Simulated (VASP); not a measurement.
Input:

```xyz
4
Lattice="5.0510 2.5155 2.5155 2.5155 5.0510 2.5155 2.5155 2.5155 5.0510" Properties=species:S:1:pos:R:3 pbc="T T T"
Mn     0.0000     0.0000     0.0000
Mn     5.0409     5.0409     5.0409
S      2.5205     2.5205     2.5205
S      7.5614     7.5614     7.5614
```
Starting moments (μB, in the order of the record's atoms Mn Mn S S): 4.1 -4.1 0.0 0.0.

Calculation: vdW-DF-cx, VASP's PBE PAW potentials (set 64) (plane waves; VASP). Settings: 520 eV cut-off, Gaussian smearing of 0.050 eV, potentials Mn_pv S.

Give the spin-up energies of bands 9 to 22 at the high-symmetry points, in eV from the valence-band maximum.

| band | Γ | T | H2 | L | S0 | F |
|---|---|---|---|---|---|---|
| 9 | -7.03 | -5.12 | -6.07 | -6.28 | -6.13 | -7.05 |
| 10 | -4.43 | -4.57 | -6.00 | -5.96 | -5.75 | -5.99 |
| 11 | -4.43 | -4.17 | -5.17 | -4.95 | -5.43 | -4.39 |
| 12 | -2.80 | -4.17 | -5.05 | -4.40 | -4.94 | -4.31 |
| 13 | -2.80 | -2.87 | -4.22 | -4.36 | -4.30 | -3.35 |
| 14 | -2.59 | -2.87 | -4.02 | -3.49 | -4.03 | -3.29 |
| 15 | -1.59 | -2.77 | -2.46 | -2.76 | -2.46 | -3.18 |
| 16 | -1.59 | -2.77 | -2.24 | -2.38 | -2.25 | -2.39 |
| 17 | -1.53 | -2.21 | -2.19 | -2.12 | -2.15 | -2.20 |
| 18 | -1.45 | 0.00 | -1.04 | -0.68 | -1.09 | -1.11 |
| 19 | -1.45 | 0.00 | -0.72 | -0.65 | -0.73 | -0.51 |
| 20 | 0.93 | 0.82 | 1.17 | 0.42 | 1.13 | 0.53 |
| 21 | 0.93 | 0.82 | 1.19 | 1.48 | 1.28 | 1.56 |
| 22 | 1.09 | 0.91 | 1.54 | 1.68 | 1.50 | 1.68 |

Give the spin-down energies of bands 9 to 22 at the high-symmetry points, in eV from the valence-band maximum.

```
band      Γ      T     H2      L     S0      F
----  -----  -----  -----  -----  -----  -----
9     -7.03  -5.12  -6.07  -6.28  -6.13  -7.05
10    -4.43  -4.57  -6.00  -5.96  -5.75  -5.99
11    -4.43  -4.17  -5.17  -4.95  -5.43  -4.39
12    -2.80  -4.17  -5.05  -4.40  -4.94  -4.31
13    -2.80  -2.87  -4.22  -4.36  -4.30  -3.35
14    -2.59  -2.87  -4.02  -3.49  -4.03  -3.29
15    -1.59  -2.77  -2.46  -2.76  -2.46  -3.18
16    -1.59  -2.77  -2.24  -2.38  -2.25  -2.39
17    -1.53  -2.21  -2.19  -2.12  -2.15  -2.20
18    -1.45   0.00  -1.04  -0.68  -1.09  -1.11
19    -1.45   0.00  -0.72  -0.65  -0.73  -0.51
20     0.93   0.82   1.17   0.42   1.13   0.53
21     0.93   0.82   1.19   1.48   1.28   1.56
22     1.09   0.91   1.54   1.68   1.50   1.68
```

The gap is indirect, 0.42 eV, from the valence maximum at T to the conduction minimum at L.

The compound is MnS in the rock salt, AFM-II order structure. It was relaxed first, which changed the volume by -9 %.
